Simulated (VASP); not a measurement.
OSZICAR of a VASP run on InP (zinc blende):

File OSZICAR:
```
       N       E                     dE             d eps       ncg     rms          rms(c)
DAV:   1     0.105964714469E+03    0.10596E+03   -0.74013E+03   520   0.127E+03
DAV:   2    -0.978868240723E+00   -0.10694E+03   -0.10423E+03   530   0.297E+02
DAV:   3    -0.858931558709E+01   -0.76104E+01   -0.75540E+01   685   0.868E+01
DAV:   4    -0.878995700583E+01   -0.20064E+00   -0.20051E+00   618   0.160E+01
DAV:   5    -0.879891540795E+01   -0.89584E-02   -0.89581E-02   799   0.278E+00    0.513E+00
DAV:   6    -0.841911759952E+01    0.37980E+00   -0.64643E-01   776   0.142E+01    0.257E+00
DAV:   7    -0.839266104266E+01    0.26457E-01   -0.18993E-01   748   0.372E+00    0.582E-01
DAV:   8    -0.839811117326E+01   -0.54501E-02   -0.13477E-02   565   0.106E+00    0.370E-01
DAV:   9    -0.840053535538E+01   -0.24242E-02   -0.24468E-03   610   0.386E-01    0.109E-01
DAV:  10    -0.840118627977E+01   -0.65092E-03   -0.67768E-04   585   0.151E-01    0.595E-02
DAV:  11    -0.840130494920E+01   -0.11867E-03   -0.27578E-04   563   0.153E-01    0.184E-02
DAV:  12    -0.840130808659E+01   -0.31374E-05   -0.10073E-05   661   0.268E-02    0.699E-03
DAV:  13    -0.840130845389E+01   -0.36730E-06   -0.18481E-06   541   0.938E-03
   1 F= -.84013085E+01 E0= -.84013085E+01  d E =-.604906E-09
```

Q: Which electronic solver shows in the log?

A: It is blocked Davidson (ALGO = Normal, or the opening steps of other solvers). The INCAR had ALGO = Normal.

Q: Can the final energy be trusted as converged?

A: Self-consistency was reached. It stopped with EDIFF = 1E-6, NELM = 100 (PBE GGA, plane waves, VASP's PBE PAW potentials (set 64)).

The compound is InP in the zinc blende structure. The cell was not relaxed at this level. The run is one of a series of settings (AMIX = 1.0, BMIX = 3.0, IMIX = 4 against the base run), some of them coarse on purpose.
